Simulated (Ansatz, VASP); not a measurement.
# Two plane-wave programs on GaGe

```xyz
2
Lattice="0.0000 2.9547 2.9547 2.9547 0.0000 2.9547 2.9547 2.9547 0.0000" Properties=species:S:1:pos:R:3 pbc="T T T"
Ge    0.0000    0.0000    0.0000
Ga    1.4773    1.4773    1.4773
```

The cell comes from a database or a generator and needn't be the stable form of this composition.

Alike in both runs: task single point; functional r2SCAN; k mesh 8 × 8 × 8; occupations fermi-dirac, width 0.05 eV; no spin polarisation.

```csv
,VASP,Ansatz
version,VASP 6.6.1,Ansatz 0.2.0
potentials or method,"VASP PAW PBE potentials, release 64 (Ge_d, Ga_d)",Ansatz PAW
plane-wave cutoff (eV),520,500
valence electrons in the cell,27,27
```

```tsv
	VASP	Ansatz	Ansatz less VASP
gap on the k mesh at the Fermi level (eV)	none	none	-
pressure (GPa)	-4.6	-4.6	0.00
```

A gap of «none» marks a metal or a gap that the smearing closes.

Caveats: the PAW data sets were made with another functional, which shifts forces and pressure a little (VASP); the PAW data sets come from PBE, with cores solved anew for the run's functional, which leaves a small shift of forces and pressure (Ansatz).
